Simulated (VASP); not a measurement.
Input:

```
CELL_PARAMETERS angstrom
      0.00000     3.28768     3.28768
      3.28768     0.00000     3.28768
      3.28768     3.28768     0.00000
ATOMIC_POSITIONS crystal
  K  0.00000 0.00000 0.00000
  Br 0.50000 0.50000 0.50000
```

Computed with SCAN meta-GGA, VASP's PBE PAW potentials (set 64) (plane waves; VASP 6.6.1). Numerical set-up: 520 eV cut-off, 8×8×8 Γ-centred mesh, tetrahedra with Blöchl corrections, potentials K_sv Br.

**Question.** Predict the energy per atom (σ→0), band gap (over mesh and band path) with the smallest direct gap where there is one.

**Answer.** 
```
Quantity                                                Result
---------------------------------------------  ---------------
band gap (over mesh and band path)                     5.06 eV
smallest direct gap (over mesh and band path)          5.06 eV
energy per atom (σ→0)                          -15.818 eV/atom
```

Total energies compare only between runs with the same potentials, cut-off and functional.

The compound is KBr in the rock salt structure. It was relaxed first.
